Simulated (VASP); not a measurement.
Set up this calculation in VASP 6.6.1, as the native input.

- Task: relaxation of cell and atoms
- Functional: PBE
- Potentials or basis: VASP PAW PBE potentials, release 64 (Ni)
- Cutoff: 520 eV
- k mesh: 20 × 20 × 20
- Occupations: methfessel-paxton, width 0.2 eV
- Spin: collinear spin, ferromagnetic start
- Starting moments: [0.8] μB
- Further INCAR settings: ALGO = Normal; EDIFF = 1e-07; IBRION = 2; EDIFFG = -0.002; NSW = 80; ISIF = 3

The structure of Ni lies in POSCAR:

```
Ni                                      
1.0
    0.0000000000      1.7589157082      1.7589157082
    1.7589157082      0.0000000000      1.7589157082
    1.7589157082      1.7589157082      0.0000000000
  Ni            
     1
Direct
     0.0000000000000000    0.0000000000000000    0.0000000000000000
```

The input as run:

INCAR

```
SYSTEM = Ni
  PREC = Accurate
  ENCUT = 520
  EDIFF = 1E-7
  ISMEAR = 1
  SIGMA = 0.2
  LREAL = .False.
  LASPH = .True.
  NELM = 150
  ALGO = Normal
  ISIF = 3
  LWAVE = .False.
  LCHARG = .False.
  ISPIN = 2
  MAGMOM = 0.8
  LORBIT = 11
  LMAXMIX = 4
  GGA = PE
  IBRION = 2
  NSW = 80
  EDIFFG = -0.002
```

KPOINTS

```
regular mesh
0
Gamma
  20 20 20
  0 0 0
```

Potentials or basis: VASP PAW PBE potentials, release 64 (Ni).

Command:

```console
$ cat potpaw_PBE.64/Ni/POTCAR > POTCAR
$ mpirun -np 1 vasp_std > vasp.out
```

Results of the run:

| Quantity | Value |
| --- | --- |
| Pressure after relaxing | 0.0 GPa |
| Band gap on the k mesh | none (metal or under the smearing width) |
| Net moment | 0.63 μB per cell |
| Site moments | Ni +0.64 μB |
| Valence electrons inside the program's atomic spheres | Ni 9.31 |

Caveat: the relaxation stopped at its first step, so nothing moved.

Run time: 22 s on 1 thread of Intel(R) Xeon(R) 6975P-C (Granite Rapids), on a shared host, peak memory 0.16 GiB.
